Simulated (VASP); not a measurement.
**SrTiO3: stress against strain**

SrTiO3 (cubic perovskite, Pm-3m, 11.984 Å³/atom and stress up to 0.13 GPa in the relaxed cell, cube axes along x, y and z) under an equal strain ε along x and y, with z held. r2SCAN in VASP (plane waves, PAW), 600 eV, 8×8×8 Γ-centred mesh, Gaussian smearing 0.05 eV; ions are relaxed, or left where forces stay under 0.02 eV/Å, within the symmetry of each cell. Stress is positive for a compressed cell.

Here s stands for strain and y for stress xx.

| strain (%) | stress xx (GPa) |
|---|---|
| -1.50 | 7.39 |
| -1.00 | 4.73 |
| -0.50 | 2.23 |
| 0.00 | -0.13 |
| 0.50 | -2.35 |
| 1.00 | -4.44 |
| 1.50 | -6.42 |
| 3.00 | ? |

Problem. Using a straight line, estimate the missing y at s = 3.00 from the other rows, showing the fit.

Solution. Means: s 0, y 0.144. About the means, the sum of products is -32.175 and the sum of squares of s is 7.0000; the slope is their ratio. Least squares gives y = 0.144 - 4.5964·s. Residuals (row less fit): 0.351, -0.010, -0.212, -0.274, -0.196, 0.012, 0.331; standard error 0.280 (degrees of freedom: 5). The slope gives the elastic constants C11 + C12 = 460 ± 11 GPa (± standard error of the fit, which holds the terms cut off). At the withheld row, y = 0.144 - 4.5964 × 3.0 = -13.645 GPa. The calculation gives -11.62 GPa, 2.025 GPa above the prediction (10.7 % of the range of y in the table). The row lies outside the fitted rows, so this is an extrapolation. From the scatter of the fitted rows alone, a prediction at this place has a standard error of 0.436 GPa, so the miss is 4.6 times that.

A polynomial of degree 2 through the 12 other runs of the series gives -11.46 there, so most of the miss is curvature that the fit leaves out. The primitive cell can neither tilt nor turn polar against its symmetry, as such crystals can under strain. SrTiO3 is here the ideal cubic form; the compound distorts at low or room temperature. Rows are the converged runs of the series near zero and its far end, less any whose ions stayed unrelaxed beside relaxed ones; series whose fitted rows scatter by over a few per cent of the range, as at a crossing or softening among them, aren't shown in this form. Most that stay on the fit to the last digits aren't either.
